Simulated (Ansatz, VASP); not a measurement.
ZrVH6 in VASP and in Ansatz

INCAR

```
SYSTEM = ZrVH6
ALGO = Normal
EDIFF = 1E-6
ENCUT = 520
GGA = RE
ISIF = 2
ISMEAR = 0
IVDW = 13
LASPH = .True.
LCHARG = .False.
LREAL = .False.
LWAVE = .False.
NBANDS = 26
NELM = 80
PREC = Accurate
SIGMA = 0.228
```

File KPOINTS:

```
k-points
0
Gamma
  4 4 4
  0 0 0
```

File POSCAR:

```
ZrVH6
1.0
    0.0000000000      3.7010070000      3.7010070000
    3.7010070000      0.0000000000      3.7010070000
    3.7010070000      3.7010070000      0.0000000000
H Zr V
6 1 1
Direct
    0.2457500000      0.7542500000      0.2457500000
    0.2457500000      0.7542500000      0.7542500000
    0.7542500000      0.2457500000      0.7542500000
    0.7542500000      0.2457500000      0.2457500000
    0.2457500000      0.2457500000      0.7542500000
    0.7542500000      0.7542500000      0.2457500000
    0.0000000000      0.0000000000      0.0000000000
    0.5000000000      0.5000000000      0.5000000000
```

Input for Ansatz:

```yaml
crystal:
  lattice:
    - [0.0, 3.701007, 3.701007]
    - [3.701007, 0.0, 3.701007]
    - [3.701007, 3.701007, 0.0]
  atoms:
    - { symbol: H, position: [0.24575, 0.75425, 0.24575] }
    - { symbol: H, position: [0.24575, 0.75425, 0.75425] }
    - { symbol: H, position: [0.75425, 0.24575, 0.75425] }
    - { symbol: H, position: [0.75425, 0.24575, 0.24575] }
    - { symbol: H, position: [0.24575, 0.24575, 0.75425] }
    - { symbol: H, position: [0.75425, 0.75425, 0.24575] }
    - { symbol: Zr, position: [0.0, 0.0, 0.0] }
    - { symbol: V, position: [0.5, 0.5, 0.5] }
  symmetry: { tolerance: 0.0003 }
kpoints:
  mp_grid: { grid: [4, 4, 4], shift: [0, 0, 0] }
magnetization:
  spin_polarized: false
scf:
  occupations: { method: gaussian, width: 0.228 }
  mixing: { preconditioner: resta }
hamiltonian:
  pseudopotentials: { kind: paw }
  xc: revpbe
  dispersion: d4
basis:
  ecutwfc: 500
output:
  forces: true
  stress: true
  eigenvalues: true
```

The cell was built by a generator and needn't be a form met in nature.

Alike in both runs: task single point; functional revPBE; dispersion D4; k mesh 4 × 4 × 4; occupations gaussian, width 0.228 eV; no spin polarisation.

|  | VASP | Ansatz |
| --- | --- | --- |
| version | VASP 6.6.1 | Ansatz 0.2.0 |
| potentials or method | VASP PAW PBE potentials, release 64 (H, Zr_sv, V_sv) | PAW plane waves |
| plane-wave cutoff (eV) | 520 | 500 |
| valence electrons in the cell | 31 | 31 |

```tsv
	VASP	Ansatz	Ansatz less VASP
gap on the k mesh at the Fermi level (eV)	none	none	-
pressure (GPa)	-0.8	-0.8	+0.05
rms of the force components (eV/Å)	1.075	1.078	+0.0031
dispersion energy (meV/atom)	-174.0	-173.9	+0.08
```

Atom by atom the forces differ by 0.003 eV/Å (rms over components). A gap of «none» marks a metal or a gap that the smearing closes.

Caveats: the k mesh is coarse (spacing up to 0.37 Å⁻¹), so the values aren't converged; the PAW data sets were made with another functional, which shifts forces and pressure a little (VASP); pairwise dispersion overbinds metals, which lowers pressure and volume.
